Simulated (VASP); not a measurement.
Set up this calculation in VASP 6.6.1, as the native input.

| Quantity | Value |
| --- | --- |
| Task | relaxation of cell and atoms |
| Functional | PBE |
| Potentials or basis | VASP PAW PBE potentials, release 64 (Fe, F) |
| Cutoff | 600 eV |
| k mesh | 6 × 6 × 6 |
| Occupations | gaussian, width 0.1 eV |
| Spin | collinear spin, typed start |
| Starting moments | [4.0, 4.0, 4.0, 0.0] μB |
| Dipole correction | no |
| Further INCAR settings | ALGO = Normal; EDIFF = 1e-07; IBRION = 2; EDIFFG = -0.04; NSW = 90; ISIF = 3 |

The structure of Fe3F lies in POSCAR:

```
Fe3F
1.0
    0.0000000000      2.7869633200      2.7869633200
    2.7869633200      0.0000000000      2.7869633200
    2.7869633200      2.7869633200      0.0000000000
Fe F
3 1
Direct
    0.2500000000      0.2500000000      0.2500000000
    0.7500000000      0.7500000000      0.7500000000
    0.5000000000      0.5000000000      0.5000000000
    0.0000000000      0.0000000000      0.0000000000
```

The cell was built by a generator and needn't be a form met in nature.

The cell isn't the ideal one: species swapped into the NdCd3 type (Fm-3m, No. 225).

The input as run:

INCAR

```
  ALGO = Normal
  EDIFF = 1E-7
  EDIFFG = -0.04
  ENCUT = 600
  GGA = PE
  IBRION = 2
  ISIF = 3
  ISMEAR = 0
  ISPIN = 2
  LASPH = T
  LCHARG = F
  LMAXMIX = 4
  LORBIT = 11
  LREAL = F
  LWAVE = F
  MAGMOM = 4 4 4 0
  NELM = 150
  NSW = 90
  PREC = Accurate
  SIGMA = 0.1
```

KPOINTS

```
k-points
0
Gamma
  6 6 6
```

Potentials or basis: VASP PAW PBE potentials, release 64 (Fe, F).

Command:

```bash
$ cat potpaw_PBE.64/Fe/POTCAR potpaw_PBE.64/F/POTCAR > POTCAR
$ mpirun -np 1 vasp_std > vasp.out
```

It gave:

* Relaxed volume: 12.14 Å³/atom
* Relaxed cell: a = 4.095 Å, b = 4.095 Å, c = 4.095 Å, α = 60.00°, β = 60.00°, γ = 60.00°
* Space group after relaxing (to 0.05 Å): Fm-3m (No. 225)
* Energy gained by relaxing: 68.8 meV/atom
* Ionic steps: 3
* Pressure after relaxing: 0.3 GPa
* Band gap on the k mesh: none (metal or under the smearing width)
* Net moment: 8.52 μB per cell
* Site moments: Fe +2.91, +2.52; F +0.09 μB
* Valence electrons inside the program's atomic spheres: Fe 6.87, 7.16; F 5.99

Caveat: semilocal functionals often make such compounds metallic where correlation or magnetic order opens a gap, which also shifts bond lengths.

Wall time 4.8 min on 1 thread of Intel(R) Xeon(R) Platinum 8488C (Sapphire Rapids) (shared host), peak memory 0.23 GiB.
